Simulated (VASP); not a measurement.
# Si2Ni: accuracy against cost in the SCF threshold and plane-wave cutoff

A convergence test on Si2Ni: the SCF threshold and plane-wave cutoff. The series runs use PBEsol. The SCF threshold tried: EDIFF = 0.01; EDIFF = 0.001; EDIFF = 1E-04; EDIFF = 1E-05; EDIFF = 1E-06; EDIFF = 1E-08. The plane-wave cutoff tried: ENCUT = 160; ENCUT = 200; ENCUT = 240; ENCUT = 270; ENCUT = 310; ENCUT = 350; ENCUT = 430; ENCUT = 540. The start is a cell from a database of measured crystal structures.

Calculated with VASP 6.6.1; PBEsol, spin-polarised from a ferromagnetic start (one magnetic atom a cell); plane waves and PAW (Si, Ni).

This is a report of a sequence of runs, with most program output left out.

## 1. The starting structure

The structure is cubic, space group Fm-3m (No. 225). The conventional cell has a = 5.406 Å, b = 5.406 Å, c = 5.406 Å, α = 90.00°, β = 90.00°, γ = 90.00°. Nearest to Si lie 4 Ni at 2.34 Å. Nearest to Ni lie 8 Si at 2.34 Å. Farther neighbours are not listed.

As a file:

```cif
data_structure
_symmetry_space_group_name_H-M 'P 1'
_symmetry_Int_Tables_number 1
_cell_length_a 3.8226
_cell_length_b 3.8226
_cell_length_c 3.8226
_cell_angle_alpha 60.000
_cell_angle_beta 60.000
_cell_angle_gamma 60.000
_cell_volume 39.50
loop_
_atom_site_label
_atom_site_type_symbol
_atom_site_fract_x
_atom_site_fract_y
_atom_site_fract_z
_atom_site_occupancy
Si1 Si 0.25000 0.25000 0.25000 1
Si2 Si 0.75000 0.75000 0.75000 1
Ni3 Ni 0.00000 0.00000 0.00000 1
```

## 2. SCF threshold: EDIFF = 0.01

EDIFF stops the electronic loop; forces need it tighter than energies do. PBEsol restores the gradient expansion of exchange and is tuned for the cells of solids.

INCAR

```
SYSTEM = Si2Ni
PREC = Accurate
ENCUT = 400
EDIFF = 0.01
NELM = 100
ISMEAR = -1
SIGMA = 0.05
LREAL = .FALSE.
ALGO = Normal
GGA = PS
NBANDS = 17
ISPIN = 2
MAGMOM = 0 0 1
LASPH = .TRUE.
LMAXMIX = 4
LORBIT = 11
LWAVE = .FALSE.
LCHARG = .FALSE.
KPAR = 4
ISIF = 2
```

POSCAR

```
Si2Ni
1.0
    0.0000000000      2.7030000000      2.7030000000
    2.7030000000      0.0000000000      2.7030000000
    2.7030000000      2.7030000000      0.0000000000
Si Ni
2 1
Direct
    0.2500000000      0.2500000000      0.2500000000
    0.7500000000      0.7500000000      0.7500000000
    0.0000000000      0.0000000000      0.0000000000
```

KPOINTS

```
Automatic mesh
0
Gamma
7 7 7
0 0 0
```

PAW data sets: Si and Ni (PBE family, release 64).

Started as:

```console
$ mpirun -np 4 vasp_std
```

It took 5.8 s on 4 MPI ranks of AMD EPYC 7R13 (Zen 3), shared host; peak memory 0.57 GiB; 21 s of CPU time.

The moments of the start collapse, so the state is non-magnetic; other starts or orders were not tried. The k-mesh is coarse for a metal. The PAW data sets were made with PBE, which is usual practice but a small mismatch for other functionals.

This step gave:

* SCF cycles: 10
* electrons: 18
* bands: 17
* irreducible k-points: 20
* symmetry operations: 48
* free energy (TOTEN): -19.00 eV
* energy at zero smearing: -19.00 eV
* Fermi energy: 10.27 eV
* pressure: 1.720 GPa
* moment of the cell, from the last line of the log: 0.005 μB
* metallic: yes

The spin moment in the PAW sphere vanishes on all atoms.

The series starts at -6.3323 eV an atom and 1.72 GPa, after 10 cycles in 5.8 s.

## 3. SCF threshold: EDIFF = 0.001

INCAR: that of step 2 with these lines changed.

```diff
@@ -3,3 +3,3 @@
 ENCUT = 400
-EDIFF = 0.01
+EDIFF = 0.001
 NELM = 100
```

POSCAR is that of step 2.

KPOINTS is that of step 2.

Started as:

```console
$ mpirun -np 4 vasp_std
```

Wall time 8.6 s (4 MPI ranks); peak memory 0.57 GiB.

Against the run before the energy moves by -0.04 meV an atom and the pressure by +1.14 GPa, after 10 cycles in 8.6 s.

## 4. SCF threshold: EDIFF = 1E-04

INCAR: that of step 3 with these lines changed.

```diff
@@ -3,3 +3,3 @@
 ENCUT = 400
-EDIFF = 0.001
+EDIFF = 1E-04
 NELM = 100
```

POSCAR is that of step 3.

KPOINTS is that of step 3.

Started as:

```console
$ mpirun -np 4 vasp_std
```

It took 12 s on 4 MPI ranks; peak memory 0.58 GiB; 35 s of CPU time.

Against the run before the energy moves by +0.10 meV an atom and the pressure by -3.96 GPa, after 12 cycles in 12 s.

## 5. SCF threshold: EDIFF = 1E-05

INCAR: that of step 4 with these lines changed.

```diff
@@ -3,3 +3,3 @@
 ENCUT = 400
-EDIFF = 1E-04
+EDIFF = 1E-05
 NELM = 100
```

POSCAR is that of step 4.

KPOINTS is that of step 4.

Started as:

```console
$ mpirun -np 4 vasp_std
```

Run time: 12 s. Hardware: 4 MPI ranks; peak memory 0.58 GiB.

Against the run before the energy stays within 0.01 meV an atom; the pressure moves by -0.08 GPa, after 12 cycles in 12 s.

## 6. SCF threshold: EDIFF = 1E-06

INCAR: that of step 5 with these lines changed.

```diff
@@ -3,3 +3,3 @@
 ENCUT = 400
-EDIFF = 1E-05
+EDIFF = 1E-06
 NELM = 100
```

POSCAR is that of step 5.

KPOINTS is that of step 5.

Started as:

```console
$ mpirun -np 4 vasp_std
```

Run time: 12 s. Hardware: 4 MPI ranks; peak memory 0.58 GiB.

Against the run before the energy stays within 0.01 meV an atom; the pressure moves by -0.44 GPa, after 14 cycles in 12 s.

## 7. SCF threshold: EDIFF = 1E-08

INCAR: that of step 6 with these lines changed.

```diff
@@ -3,3 +3,3 @@
 ENCUT = 400
-EDIFF = 1E-06
+EDIFF = 1E-08
 NELM = 100
```

POSCAR is that of step 6.

KPOINTS is that of step 6.

Started as:

```console
$ mpirun -np 4 vasp_std
```

The job ended after 17 s (4 MPI ranks; peak memory 0.57 GiB).

Against the run before the energy stays within 0.01 meV an atom; the pressure moves by -0.07 GPa, after 19 cycles in 17 s.

## 8. The SCF threshold series as a table

This step: convergence of PBEsol results with the threshold; plane waves and PAW (VASP 6.6.1).

No new run; the numbers come from the runs before.

Differences are taken from the run with EDIFF = 1E-08. Results of the series, by row:

| setting | status | energy less the reference (meV/atom) | pressure (GPa) | moment (μB) | SCF cycles | wall time (s) |
| --- | --- | --- | --- | --- | --- | --- |
| EDIFF = 0.01 | converged | -0.05555 | 1.72 | 0.005 | 10 | 5.8 |
| EDIFF = 0.001 | converged | -0.09536 | 2.861 | 0.005 | 10 | 8.6 |
| EDIFF = 1E-04 | converged | 0.001063 | -1.095 | -2.00e-4 | 12 | 11.6 |
| EDIFF = 1E-05 | converged | 7.50e-4 | -1.178 | -1.00e-4 | 12 | 11.6 |
| EDIFF = 1E-06 | converged | -9.67e-5 | -1.615 | 1.00e-4 | 14 | 11.8 |
| EDIFF = 1E-08 | converged | 0 | -1.68 | 0 | 19 | 17.4 |

## 9. Plane-wave cutoff: ENCUT = 160

This step: PBEsol, spin-polarised from a ferromagnetic start (one magnetic atom a cell); plane waves and PAW (Si, Ni) (VASP 6.6.1).

The basis grows with ENCUT, and energy and stress both move with it.

INCAR: that of step 7 with these lines changed.

```diff
@@ -2,4 +2,4 @@
 PREC = Accurate
-ENCUT = 400
-EDIFF = 1E-08
+ENCUT = 160
+EDIFF = 1E-06
 NELM = 100
```

POSCAR is that of step 7.

KPOINTS is that of step 7.

Started as:

```console
$ mpirun -np 4 vasp_std
```

Elapsed: 4.8 s, on 4 MPI ranks; peak memory 0.37 GiB.

Numbers from this step:

```
SCF cycles              : 16
free energy (TOTEN)     : -15.82 eV
energy at zero smearing : -15.81 eV
Fermi energy            : 10.14 eV
pressure                : -136.6 GPa
```

The series starts at -5.2711 eV an atom and -136.60 GPa, after 16 cycles in 4.8 s.

## 10. Plane-wave cutoff: ENCUT = 200

INCAR: that of step 9 with these lines changed.

```diff
@@ -2,3 +2,3 @@
 PREC = Accurate
-ENCUT = 160
+ENCUT = 200
 EDIFF = 1E-06
```

POSCAR is that of step 9.

KPOINTS is that of step 9.

Started as:

```console
$ mpirun -np 4 vasp_std
```

Wall time 5.6 s (4 MPI ranks); peak memory 0.37 GiB.

Against the run before the energy moves by -899.70 meV an atom and the pressure by +103.01 GPa, after 15 cycles in 5.6 s.

## 11. Plane-wave cutoff: ENCUT = 240

INCAR: that of step 10 with these lines changed.

```diff
@@ -2,3 +2,3 @@
 PREC = Accurate
-ENCUT = 200
+ENCUT = 240
 EDIFF = 1E-06
```

POSCAR is that of step 10.

KPOINTS is that of step 10.

Started as:

```console
$ mpirun -np 4 vasp_std
```

The job ended after 6.4 s (4 MPI ranks; peak memory 0.4 GiB).

Against the run before the energy moves by -130.80 meV an atom and the pressure by +25.96 GPa, after 15 cycles in 6.4 s.

## 12. Plane-wave cutoff: ENCUT = 270

INCAR: that of step 11 with these lines changed.

```diff
@@ -2,3 +2,3 @@
 PREC = Accurate
-ENCUT = 240
+ENCUT = 270
 EDIFF = 1E-06
```

POSCAR is that of step 11.

KPOINTS is that of step 11.

Started as:

```console
$ mpirun -np 4 vasp_std
```

Wall time 5.4 s (4 MPI ranks); peak memory 0.39 GiB; 17 s of CPU time.

Against the run before the energy moves by -21.14 meV an atom and the pressure by +4.81 GPa, after 14 cycles in 5.4 s.

## 13. Plane-wave cutoff: ENCUT = 310

INCAR: that of step 12 with these lines changed.

```diff
@@ -2,3 +2,3 @@
 PREC = Accurate
-ENCUT = 270
+ENCUT = 310
 EDIFF = 1E-06
```

POSCAR is that of step 12.

KPOINTS is that of step 12.

Started as:

```console
$ mpirun -np 4 vasp_std
```

Elapsed: 9.4 s, on 4 MPI ranks; peak memory 0.46 GiB; 28 s of CPU time.

Against the run before the energy moves by -9.16 meV an atom and the pressure by +1.21 GPa, after 14 cycles in 9.4 s.

## 14. Plane-wave cutoff: ENCUT = 350

INCAR: that of step 13 with these lines changed.

```diff
@@ -2,3 +2,3 @@
 PREC = Accurate
-ENCUT = 310
+ENCUT = 350
 EDIFF = 1E-06
```

POSCAR is that of step 13.

KPOINTS is that of step 13.

Started as:

```console
$ mpirun -np 4 vasp_std
```

The job ended after 9.4 s (4 MPI ranks; peak memory 0.48 GiB; 28 s of CPU time).

Against the run before the energy moves by -0.99 meV an atom and the pressure by -0.03 GPa, after 14 cycles in 9.4 s.

## 15. Plane-wave cutoff: ENCUT = 430

INCAR: that of step 14 with these lines changed.

```diff
@@ -2,3 +2,3 @@
 PREC = Accurate
-ENCUT = 350
+ENCUT = 430
 EDIFF = 1E-06
```

POSCAR is that of step 14.

KPOINTS is that of step 14.

Started as:

```console
$ mpirun -np 4 vasp_std
```

Wall time 14 s (4 MPI ranks); peak memory 0.57 GiB.

Against the run before the energy moves by +0.93 meV an atom and the pressure by +0.11 GPa, after 14 cycles in 14 s.

## 16. Plane-wave cutoff: ENCUT = 540

INCAR: that of step 15 with these lines changed.

```diff
@@ -2,3 +2,3 @@
 PREC = Accurate
-ENCUT = 430
+ENCUT = 540
 EDIFF = 1E-06
```

POSCAR is that of step 15.

KPOINTS is that of step 15.

Started as:

```console
$ mpirun -np 4 vasp_std
```

Wall time 16 s (4 MPI ranks); peak memory 0.66 GiB.

Against the run before the energy moves by +0.26 meV an atom and the pressure by +0.07 GPa, after 14 cycles in 16 s.

## 17. The plane-wave cutoff series as a table

This step: convergence of PBEsol results with the cutoff; plane waves and PAW (VASP 6.6.1).

No new run; the numbers come from the runs before.

Differences are taken from the run with ENCUT = 540. Results of the series, by row:

| setting | status | energy less the reference (meV/atom) | pressure (GPa) | moment (μB) | SCF cycles | wall time (s) |
| --- | --- | --- | --- | --- | --- | --- |
| ENCUT = 160 | converged | 1061 | -136.6 | 0 | 16 | 4.8 |
| ENCUT = 200 | converged | 160.9 | -33.6 | 0 | 15 | 5.6 |
| ENCUT = 240 | converged | 30.08 | -7.639 | 0 | 15 | 6.4 |
| ENCUT = 270 | converged | 8.944 | -2.829 | 0 | 14 | 5.4 |
| ENCUT = 310 | converged | -0.2129 | -1.621 | 0 | 14 | 9.4 |
| ENCUT = 350 | converged | -1.198 | -1.649 | 0 | 14 | 9.4 |
| ENCUT = 430 | converged | -0.265 | -1.54 | 0 | 14 | 13.6 |
| ENCUT = 540 | converged | 0 | -1.467 | 1.00e-4 | 14 | 15.8 |

## 18. Outcome

| Item | Value |
| --- | --- |
| SCF threshold from which the energy stays within 10 meV/atom of the reference | EDIFF = 0.01 |
| SCF threshold from which the energy stays within 1 meV/atom of the reference | EDIFF = 0.01 |
| SCF threshold from which the pressure stays within 0.2 GPa of the reference | EDIFF = 1E-06 |
| spread of the pressure over the SCF threshold | 4.54 GPa |
| spread of the energy over the SCF threshold | 0.0964 meV/atom |
| plane-wave cutoff from which the energy stays within 10 meV/atom of the reference | ENCUT = 270 |
| plane-wave cutoff from which the energy stays within 1 meV/atom of the reference | ENCUT = 430 |
| plane-wave cutoff from which the pressure stays within 0.2 GPa of the reference | ENCUT = 310 |
| spread of the pressure over the plane-wave cutoff | 135 GPa |
| spread of the energy over the plane-wave cutoff | 1062 meV/atom |

**Reading.** From EDIFF = 0.01 on, the energy stays within 1 meV an atom of the reference, at 33 % of its time. The pressure holds within 0.2 GPa from EDIFF = 1E-06 on. The loosest stop saves 9 of 19 cycles and costs -0.1 meV an atom, +3.40 GPa. From ENCUT = 430 on, the energy stays within 1 meV an atom of the reference, at 86 % of its time. The pressure holds within 0.2 GPa from ENCUT = 310 on. These cutoffs are 0.6 to 2 times the default of the data sets, about 270 eV; at the default the run is off by +8.9 meV an atom, -1.36 GPa, and at 1.3 times by -1.2 meV an atom, -0.18 GPa. Energy differences between like cells converge faster than these totals. Differences are taken from the run with ENCUT = 540, which is itself not the exact limit. Forces vanish by symmetry in this cell, so the series can't test them. The runs at ENCUT = 160; ENCUT = 200; ENCUT = 240 are over 30 meV an atom or 2 GPa off and describe the material poorly.

[Lines on the potential files, build, host, timing and source positions are cut from VASP's logs without a mark.]

[Logs are printed without paths, hosts, clocks, repeated set-up lines and the standing remarks that a program may print on its own settings, such as how far it seeks lower states.]

[Hosts, paths, dates, database ids (printed as entryN), source tags and the programs' standing remarks are cut or masked in the printed files.]

[A measured line is paired with the nearest computed mode of its activity, which favours agreement.]
